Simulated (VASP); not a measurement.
Method: PW91 GGA, VASP's PBE PAW potentials (set 64) (plane waves; VASP).

Input for VASP

**KPOINTS**
```
Regular mesh
0
G
11 11 11
0 0 0
```

POSCAR:
```
PdIn
3.3126980
  1.0000000454   0.0000000000   0.0000000000
  0.0000000000   1.0000000454   0.0000000000
  0.0000000000   0.0000000000   1.0000000454
In Pd
1 1
direct
  0.5000000000   0.5000000000   0.5000000000
  0.0000000000   0.0000000000   0.0000000000
```

INCAR:
```
SYSTEM  =  PdIn
PREC  =  Accurate; ENCUT  =  520; LREAL  =  .FALSE.
LASPH  =  .TRUE.
EDIFF  =  1E-7; NELM  =  100; ALGO  =  Normal
LMAXMIX  =  4
ISMEAR  =  1; SIGMA  =  0.1
GGA  =  91
ISIF  =  2
LWAVE  =  .FALSE.; LCHARG  =  .FALSE.
```

POTCAR, in this order: In_d Pd (PBE.64 set). Program: vasp_std.

The run wrote:

OSZICAR:
```
       N       E                     dE             d eps       ncg     rms          rms(c)
DAV:   1     0.160992861037E+03    0.16099E+03   -0.11470E+04  1718   0.196E+03
DAV:   2    -0.148453467807E+01   -0.16248E+03   -0.15833E+03  1757   0.407E+02
DAV:   3    -0.888281254231E+01   -0.73983E+01   -0.73120E+01  2100   0.920E+01
DAV:   4    -0.901802676051E+01   -0.13521E+00   -0.13519E+00  2072   0.119E+01
DAV:   5    -0.902343902512E+01   -0.54123E-02   -0.54122E-02  2527   0.207E+00    0.617E+00
DAV:   6    -0.884235477547E+01    0.18108E+00   -0.46498E-01  2051   0.105E+01    0.279E+00
DAV:   7    -0.880828730369E+01    0.34067E-01   -0.79448E-02  2252   0.523E+00    0.127E+00
DAV:   8    -0.880132981950E+01    0.69575E-02   -0.23495E-02  1883   0.150E+00    0.392E-01
DAV:   9    -0.880046146129E+01    0.86836E-03   -0.19406E-03  2198   0.771E-01    0.606E-02
DAV:  10    -0.880046026714E+01    0.11941E-05   -0.50852E-05  2264   0.110E-01    0.252E-02
DAV:  11    -0.880046099572E+01   -0.72858E-06   -0.51941E-06  1974   0.242E-02    0.300E-03
DAV:  12    -0.880046135125E+01   -0.35553E-06   -0.26667E-07  2126   0.541E-03    0.145E-03
DAV:  13    -0.880046127648E+01    0.74766E-07   -0.19301E-08  1134   0.162E-03
   1 F= -.88004613E+01 E0= -.88000507E+01  d E =-.123171E-02
```

### OUTCAR
```
------------------------ aborting loop because EDIFF is reached ----------------------------------------
  FORCE on cell =-STRESS in cart. coord.  units (eV):
  Direction    XX          YY          ZZ          XY          YZ          ZX
  --------------------------------------------------------------------------------------
  Total       -0.1036418     -0.1036418     -0.1036418     -0.0000000      0.0000000     -0.0000000
  in kB       -4.5677236     -4.5677236     -4.5677236     -0.0000000      0.0000000     -0.0000000
  external PRESSURE =      -4.5677236 kB  Pullay stress =       0.0000000 kB
  volume of cell :       36.35
      direct lattice vectors                 reciprocal lattice vectors
     3.312698150  0.000000000  0.000000000     0.301868735  0.000000000  0.000000000
     0.000000000  3.312698150  0.000000000     0.000000000  0.301868735  0.000000000
     0.000000000  0.000000000  3.312698150     0.000000000  0.000000000  0.301868735
 POSITION                                       TOTAL-FORCE (eV/Angst)
 -----------------------------------------------------------------------------------
      1.65635      1.65635      1.65635         0.000000      0.000000      0.000000
      0.00000      0.00000      0.00000         0.000000      0.000000      0.000000
 -----------------------------------------------------------------------------------
    total drift:                                0.000000      0.000000      0.000000
  FREE ENERGIE OF THE ION-ELECTRON SYSTEM (eV)
  ---------------------------------------------------
  free  energy   TOTEN  =        -8.8004612765 eV

  energy  without entropy=       -8.7992295674  energy(sigma->0) =       -8.80005071
```
(Selected blocks of OUTCAR.)

**OUTCAR**
```
 val. band max:        9.8304177583   @ k =   0.3636   0.2727   0.0909

 cond. band min:       9.8540096597   @ k =   0.4545   0.4545   0.2727


 Fermi energy:         9.8507586536

 k-point     1 :       0.0000    0.0000    0.0000
  band No.  band energies     occupation
      1      -4.9838      2.00000
      2      -4.9838      2.00000
      3      -4.6181      2.00000
      4      -4.6181      2.00000
      5      -4.6181      2.00000
      6       0.1492      2.00000
      7       6.2518      2.00000
      8       6.2518      2.00000
      9       7.6974      2.00000
     10       7.6974      2.00000
     11       7.6974      2.00000
     12      14.0494      0.00000
     13      14.0494      0.00000
     14      14.0494      0.00000
     15      18.8398      0.00000

 k-point     2 :       0.0909    0.0000    0.0000
  band No.  band energies     occupation
      1      -4.9799      2.00000
      2      -4.9585      2.00000
      3      -4.6259      2.00000
      4      -4.6259      2.00000
      5      -4.6159      2.00000
      6       0.2763      2.00000
      7       6.2542      2.00000
      8       6.2730      2.00000
      9       7.6062      2.00000
     10       7.6062      2.00000
     11       7.6924      2.00000
     12      13.1562      0.00000
     13      14.2992      0.00000
     14      14.2992      0.00000
     15      19.2300      0.00000

 k-point     3 :       0.1818    0.0000    0.0000
  band No.  band energies     occupation
      1      -4.9695      2.00000
      2      -4.8907      2.00000
      3      -4.6466      2.00000
      4      -4.6466      2.00000
      5      -4.6100      2.00000
      6       0.6564      2.00000
      7       6.2608      2.00000
      8       6.2903      2.00000
      9       7.3818      2.00000
     10       7.3818      2.00000
     11       7.6791      2.00000
     12      11.5091     -0.00000
     13      14.9983      0.00000
     14      14.9983      0.00000
     15      19.4588      0.00000
...
```

Unless said otherwise, spin-orbit coupling is left out, though it shifts the bands of the heavy elements here.

The compound is PdIn in the CsCl type structure. It was relaxed first, which changed the volume by +6 %. The electron count is odd and the run is not spin-polarised, which forces a metal.
